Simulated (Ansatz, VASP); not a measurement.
**Two plane-wave programs on Ge3PdRu**

```
CELL_PARAMETERS angstrom
4.45660 0.00000 0.00000
0.00000 4.45660 0.00000
0.00000 0.00000 4.45660
ATOMIC_POSITIONS crystal
Ge 0.00000 0.50000 0.50000
Ge 0.50000 0.00000 0.50000
Ge 0.50000 0.50000 0.00000
Ru 0.00000 0.00000 0.00000
Pd 0.50000 0.50000 0.50000
```

Change from the starting cell: species swapped into the Ca3BiN type (Pm-3m, No. 221).

Alike in both runs: task single point; functional PBE; k mesh 4 × 4 × 4; occupations gaussian, width 0.1 eV; no spin polarisation.

|  | VASP | Ansatz |
| --- | --- | --- |
| version | VASP 6.6.1 | Ansatz 0.2.0 |
| potentials or method | VASP PAW PBE potentials, release 64 (Ge_d, Ru_pv, Pd) | scalar-relativistic, plane waves, PAW |
| plane-wave cutoff (eV) | 520 | 420 |
| valence electrons in the cell | 66 | 76 |

Ansatz gave:

| Item | Value |
| --- | --- |
| gap on the k mesh at the Fermi level (eV) | none |
| pressure (GPa) | 22.1 |

**Question.** Estimate VASP's values.

**Answer.** gap on the k mesh at the Fermi level (eV): none; pressure (GPa): 22.5.

A gap of «none» marks a metal or a gap that the smearing closes. The functional is the same, so the differences come from potentials, cutoffs and numerics. The two sets of potentials don't hold the same shells in valence.

Caveats: so large a pressure means that the cell lies far from this level's equilibrium, or that cutoff or potentials fall short (VASP).
